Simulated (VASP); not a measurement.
Output of a VASP run:

**OSZICAR**
```
...
DAV:   3    -0.104734380372E+02    0.11412E+01   -0.39304E+00  4620   0.309E+01    0.565E+00
DAV:   4    -0.104348501792E+02    0.38588E-01   -0.21956E-01  5687   0.690E+00    0.111E+00
DAV:   5    -0.104360199634E+02   -0.11698E-02   -0.97769E-03  5707   0.148E+00    0.842E-02
DAV:   6    -0.104360189785E+02    0.98493E-06   -0.18568E-04  5804   0.196E-01    0.152E-02
DAV:   7    -0.104360178066E+02    0.11719E-05   -0.44016E-06  4393   0.341E-02    0.518E-03
DAV:   8    -0.104360174924E+02    0.31413E-06   -0.55071E-07  2241   0.150E-02
   2 F= -.30716328E+01 E0= -.30716998E+01  d E =0.154440E+00
       N       E                     dE             d eps       ncg     rms          rms(c)
DAV:   1    -0.155363645696E+02   -0.51003E+01   -0.12279E+02  3600   0.196E+02    0.169E+01
DAV:   2    -0.122109396169E+02    0.33254E+01   -0.95787E+00  4762   0.564E+01    0.466E+00
DAV:   3    -0.118482912904E+02    0.36265E+00   -0.18727E+00  4601   0.205E+01    0.213E+00
DAV:   4    -0.118550587096E+02   -0.67674E-02   -0.10537E-01  5338   0.505E+00    0.105E+00
DAV:   5    -0.118480488341E+02    0.70099E-02   -0.35110E-02  4773   0.317E+00    0.623E-02
DAV:   6    -0.118481429088E+02   -0.94075E-04   -0.69617E-04  5671   0.430E-01    0.653E-02
DAV:   7    -0.118481465074E+02   -0.35986E-05   -0.37462E-05  5173   0.107E-01    0.207E-02
DAV:   8    -0.118481473480E+02   -0.84059E-06   -0.40168E-06  3265   0.332E-02
   3 F= -.33757310E+01 E0= -.33760555E+01  d E =-.149658E+00
       N       E                     dE             d eps       ncg     rms          rms(c)
DAV:   1    -0.118214984138E+02    0.26648E-01   -0.70768E-02  3600   0.459E+00    0.448E-01
DAV:   2    -0.118195115763E+02    0.19868E-02   -0.51929E-03  4777   0.124E+00    0.111E-01
DAV:   3    -0.118192670275E+02    0.24455E-03   -0.10609E-03  4609   0.494E-01    0.657E-02
DAV:   4    -0.118192645357E+02    0.24918E-05   -0.28996E-05  4903   0.776E-02    0.936E-03
DAV:   5    -0.118192636048E+02    0.93087E-06   -0.77106E-06  4990   0.432E-02
   4 F= -.33759127E+01 E0= -.33762434E+01  d E =-.149840E+00
       N       E                     dE             d eps       ncg     rms          rms(c)
DAV:   1    -0.118188288519E+02    0.43568E-03   -0.14659E-01  4447   0.916E+00    0.246E-01
DAV:   2    -0.118185777969E+02    0.25105E-03   -0.10625E-02  5687   0.173E+00    0.157E-01
DAV:   3    -0.118179812235E+02    0.59657E-03   -0.19767E-03  6804   0.699E-01    0.263E-02
DAV:   4    -0.118179683408E+02    0.12883E-04   -0.93880E-05  5595   0.174E-01    0.119E-02
DAV:   5    -0.118179670111E+02    0.13298E-05   -0.32462E-06  2965   0.382E-02    0.246E-03
DAV:   6    -0.118179670229E+02   -0.11827E-07   -0.33207E-07  1968   0.129E-02
   5 F= -.33764248E+01 E0= -.33767329E+01  d E =-.512084E-03
       N       E                     dE             d eps       ncg     rms          rms(c)
DAV:   1    -0.118173683773E+02    0.59863E-03   -0.35072E-01  4433   0.142E+01    0.381E-01
DAV:   2    -0.118167381570E+02    0.63022E-03   -0.25413E-02  5694   0.268E+00    0.244E-01
DAV:   3    -0.118153040734E+02    0.14341E-02   -0.47625E-03  6823   0.108E+00    0.409E-02
DAV:   4    -0.118152730849E+02    0.30989E-04   -0.22425E-04  5564   0.268E-01    0.186E-02
DAV:   5    -0.118152699818E+02    0.31031E-05   -0.84882E-06  4096   0.595E-02    0.307E-03
DAV:   6    -0.118152699738E+02    0.80108E-08   -0.40373E-07  2025   0.134E-02
   6 F= -.33767539E+01 E0= -.33770106E+01  d E =-.841242E-03
```

File OUTCAR:
```
------------------------ aborting loop because EDIFF is reached ----------------------------------------
  FORCE on cell =-STRESS in cart. coord.  units (eV):
  Direction    XX          YY          ZZ          XY          YZ          ZX
  --------------------------------------------------------------------------------------
  Total        8.4377380      8.4377358      8.4502964      0.0000000      0.0000000      0.0000000
  in kB      449.9585094    449.9583943    450.6282112      0.0000000      0.0000000      0.0000000
  external PRESSURE =       0.1817050 kB  Pullay stress =     450.0000000 kB
  volume of cell :       30.04
      direct lattice vectors                 reciprocal lattice vectors
     1.402732482 -2.429603618  0.000000000     0.356447153 -0.205794886 -0.000000000
     1.402732482  2.429603618 -0.000000000     0.356447153  0.205794886 -0.000000000
     0.000000000  0.000000000  4.407820232    -0.000000000  0.000000000  0.226869506
 POSITION                                       TOTAL-FORCE (eV/Angst)
 -----------------------------------------------------------------------------------
      1.40273      0.80987      1.10196         0.000000      0.000000      0.000000
      1.40273     -0.80987      3.30587        -0.000000     -0.000000      0.000000
 -----------------------------------------------------------------------------------
    total drift:                                0.000000      0.000562     -0.000015
  FREE ENERGIE OF THE ION-ELECTRON SYSTEM (eV)
  ---------------------------------------------------
  free  energy   TOTEN  =       -11.8152699738 eV

  energy  without entropy=      -11.8160399252  energy(sigma->0) =      -11.81552662
  enthalpy is  TOTEN    =        -3.3767539279 eV   P V=        8.4385160460

 reached required accuracy - stopping structural energy minimisation
```
(Selected blocks of OUTCAR.)

**POSCAR**
```
Sc
1
    1.4543848049    -2.5190682270     0.0000000000
    1.4543848049     2.5190682270     0.0000000000
    0.0000000000     0.0000000000     4.5178158187
Sc
2
Direct
  0.3333330000   0.6666670000   0.2500000000
  0.6666670000   0.3333330000   0.7500000000
```

Task: Reconstruct the remaining input files.

Result: This is not unique; one that fits is the input of the run itself, LDA (Ceperley-Alder, Perdew-Zunger), plane waves, VASP's LDA PAW potentials (set 64).

### KPOINTS
```
Automatic mesh
0
Gamma
14 14 8
0 0 0
```

### INCAR
```
ALGO=Normal
EDIFF=1E-6
EDIFFG=-0.02
ENCUT=500
IBRION=2
ISIF=3
ISMEAR=1
LASPH=.True.
LCHARG=.False.
LMAXMIX=4
LREAL=.False.
LWAVE=.False.
NELM=100
NSW=40
PREC=Accurate
PSTRESS=450
SIGMA=0.1
SYSTEM=Sc
```

POTCAR, in this order: Sc_sv (LDA.64 set). Program: vasp_std.

Energy and stress use the plane-wave basis of the starting cell.

The compound is Sc in the hcp structure. This run relaxes it under an external pressure of 45 GPa. Symmetry was kept, so distortions that lower it aren't found.
